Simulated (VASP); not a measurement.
Given:

```
Co
1.0
    1.25500    -2.17372     0.00000
    1.25500     2.17372     0.00000
    0.00000     0.00000     4.07000
Co
2
Direct
  0.33333   0.66667   0.25000
  0.66667   0.33333   0.75000
```
Starting moments (μB, in the order of the record's atoms Co Co): 1.8 1.8.

Calculation: PBE GGA with D3 dispersion (zero damping), VASP's PBE PAW potentials (set 64) (plane waves; VASP). Run with 520 eV cut-off, 15×15×8 Γ-centred mesh, first-order Methfessel-Paxton smearing of 0.10 eV, potentials Co.

Energy and stress use the plane-wave basis of the starting cell.

The ions, cell shape and volume are relaxed. Which structure does the run end with?

```
Co
1.0
    1.23394    -2.13725     0.00000
    1.23394     2.13725     0.00000
    0.00000     0.00000     3.99002
Co
2
Direct
  0.33333   0.66667   0.25000
  0.66667   0.33333   0.75000
```
Space group P6_3/mmc (194), at a tolerance of 0.03 Å. The cell ends with 3.20 μB, on the sites 1.61 1.61 μB.

How do energy and volume change from the first to the last step?

The energy (σ→0) changes by -20.2 meV/atom and the volume by -5.2 %, in 5 ionic steps.

The compound is Co in the hcp structure. This run relaxes it. Symmetry was kept, so distortions that lower it aren't found.
